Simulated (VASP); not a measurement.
Computed with PBEsol GGA, VASP's PBE PAW potentials (set 64) (plane waves; VASP).

The input files of a VASP run:

**INCAR**
```
SYSTEM = PdIn
PREC = Accurate; ENCUT = 480; LREAL = .FALSE.
LASPH = .TRUE.
EDIFF = 1E-7; NELM = 100; ALGO = Normal
LMAXMIX = 4
ISMEAR = 1; SIGMA = 0.1
GGA = PS
IBRION = 2; NSW = 40; ISIF = 3
EDIFFG = -0.01; PSTRESS = 10
LWAVE = .FALSE.; LCHARG = .FALSE.
```

File POSCAR:
```
PdIn
1.0
  3.2480168610   0.0000000000   0.0000000000
  0.0000000000   3.2480168610   0.0000000000
  0.0000000000   0.0000000000   3.2480168610
In Pd
1 1
Cartesian
  1.6240084305   1.6240084305   1.6240084305
  0.0000000000   0.0000000000   0.0000000000
```

KPOINTS:
```
Automatic mesh
0
Gamma
10 10 10
0 0 0
```

POTCAR, in this order: In_d Pd (PBE.64 set). Program: vasp_std.

Output

File OSZICAR:
```
       N       E                     dE             d eps       ncg     rms          rms(c)
DAV:   1     0.157138944870E+03    0.15714E+03   -0.10947E+04  1694   0.187E+03
DAV:   2    -0.279404601102E+01   -0.15993E+03   -0.15613E+03  1743   0.399E+02
DAV:   3    -0.101768997294E+02   -0.73829E+01   -0.72995E+01  2150   0.922E+01
DAV:   4    -0.102955837251E+02   -0.11868E+00   -0.11866E+00  2042   0.112E+01
DAV:   5    -0.103016628350E+02   -0.60791E-02   -0.60790E-02  2553   0.226E+00    0.720E+00
DAV:   6    -0.100555253537E+02    0.24614E+00   -0.81708E-01  1890   0.122E+01    0.316E+00
DAV:   7    -0.100115719029E+02    0.43953E-01   -0.10491E-01  2297   0.618E+00    0.169E+00
DAV:   8    -0.100000685318E+02    0.11503E-01   -0.28181E-02  2100   0.187E+00    0.435E-01
DAV:   9    -0.999889782398E+01    0.11707E-02   -0.22351E-03  2128   0.869E-01    0.663E-02
DAV:  10    -0.999888622257E+01    0.11601E-04   -0.56611E-05  2394   0.116E-01    0.219E-02
DAV:  11    -0.999888558627E+01    0.63630E-06   -0.43251E-06  1934   0.224E-02    0.373E-03
DAV:  12    -0.999888587484E+01   -0.28857E-06   -0.47816E-07  2037   0.706E-03    0.122E-03
DAV:  13    -0.999888585796E+01    0.16872E-07   -0.14435E-08  1057   0.162E-03
   1 F= -.97850186E+01 E0= -.97845272E+01  d E =-.978502E+01
       N       E                     dE             d eps       ncg     rms          rms(c)
DAV:   1    -0.100341865832E+02   -0.35301E-01   -0.78742E-01  1820   0.157E+01    0.137E+00
DAV:   2    -0.100007466358E+02    0.33440E-01   -0.15222E-01  1694   0.526E+00    0.429E-01
DAV:   3    -0.999698809770E+01    0.37585E-02   -0.12260E-02  2232   0.212E+00    0.176E-01
DAV:   4    -0.999638158136E+01    0.60652E-03   -0.16861E-03  2465   0.776E-01    0.171E-01
DAV:   5    -0.999634623539E+01    0.35346E-04   -0.69179E-05  1890   0.907E-02    0.859E-02
DAV:   6    -0.999633864224E+01    0.75932E-05   -0.39291E-05  2161   0.750E-02    0.128E-02
DAV:   7    -0.999633872658E+01   -0.84350E-07   -0.14456E-06  2317   0.128E-02    0.571E-03
DAV:   8    -0.999633861395E+01    0.11263E-06   -0.65236E-08  1226   0.457E-03    0.166E-03
DAV:   9    -0.999633857804E+01    0.35912E-07   -0.25207E-08   924   0.167E-03
   2 F= -.97848777E+01 E0= -.97843668E+01  d E =0.140892E-03
       N       E                     dE             d eps       ncg     rms          rms(c)
DAV:   1    -0.100088509556E+02   -0.12512E-01   -0.22522E-01  1806   0.856E+00    0.706E-01
DAV:   2    -0.999941363441E+01    0.94373E-02   -0.41628E-02  1708   0.277E+00    0.230E-01
DAV:   3    -0.999838470736E+01    0.10289E-02   -0.32536E-03  2224   0.109E+00    0.953E-02
DAV:   4    -0.999819737248E+01    0.18733E-03   -0.49283E-04  2458   0.414E-01    0.863E-02
DAV:   5    -0.999818593902E+01    0.11433E-04   -0.14733E-05  1877   0.420E-02    0.567E-02
DAV:   6    -0.999817302433E+01    0.12915E-04   -0.13239E-05  2048   0.333E-02    0.577E-03
DAV:   7    -0.999817274315E+01    0.28118E-06   -0.43986E-07  2137   0.655E-03    0.285E-03
DAV:   8    -0.999817276286E+01   -0.19707E-07   -0.13404E-08   966   0.203E-03
   3 F= -.97854326E+01 E0= -.97849330E+01  d E =-.413986E-03
```

**OUTCAR**
```
------------------------ aborting loop because EDIFF is reached ----------------------------------------
  FORCE on cell =-STRESS in cart. coord.  units (eV):
  Direction    XX          YY          ZZ          XY          YZ          ZX
  --------------------------------------------------------------------------------------
  Total        0.2153884      0.2153884      0.2153884     -0.0000000      0.0000000     -0.0000000
  in kB       10.1244821     10.1244821     10.1244821     -0.0000000      0.0000000     -0.0000000
  external PRESSURE =       0.1244821 kB  Pullay stress =      10.0000000 kB
  volume of cell :       34.08
      direct lattice vectors                 reciprocal lattice vectors
     3.242301122 -0.000000000  0.000000000     0.308422926  0.000000000  0.000000000
    -0.000000000  3.242301122  0.000000000     0.000000000  0.308422926  0.000000000
    -0.000000000 -0.000000000  3.242301122    -0.000000000 -0.000000000  0.308422926
 POSITION                                       TOTAL-FORCE (eV/Angst)
 -----------------------------------------------------------------------------------
      1.62115      1.62115      1.62115        -0.000000     -0.000000      0.000000
      0.00000      0.00000      0.00000         0.000000      0.000000      0.000000
 -----------------------------------------------------------------------------------
    total drift:                                0.000000      0.000000     -0.000000
  FREE ENERGIE OF THE ION-ELECTRON SYSTEM (eV)
  ---------------------------------------------------
  free  energy   TOTEN  =        -9.9981727629 eV

  energy  without entropy=       -9.9966740259  energy(sigma->0) =       -9.99767318
  enthalpy is  TOTEN    =        -9.7854326147 eV   P V=        0.2127401482

 reached required accuracy - stopping structural energy minimisation
```
(Selected blocks of OUTCAR.)

CONTCAR:
```
PdIn
   1.00000000000000
     3.2423011220937950   -0.0000000000000000    0.0000000000000000
    -0.0000000000000000    3.2423011220937950    0.0000000000000000
    -0.0000000000000000   -0.0000000000000000    3.2423011220937950
  In              Pd
     1     1
Direct
     0.5000000000000000    0.5000000000000000    0.5000000000000000
     0.0000000000000000    0.0000000000000000    0.0000000000000000
```

The compound is PdIn in the CsCl type structure. This run relaxes it under an external pressure of 1 GPa. Symmetry was kept, so distortions that lower it aren't found. The electron count is odd and the run is not spin-polarised, which forces a metal.
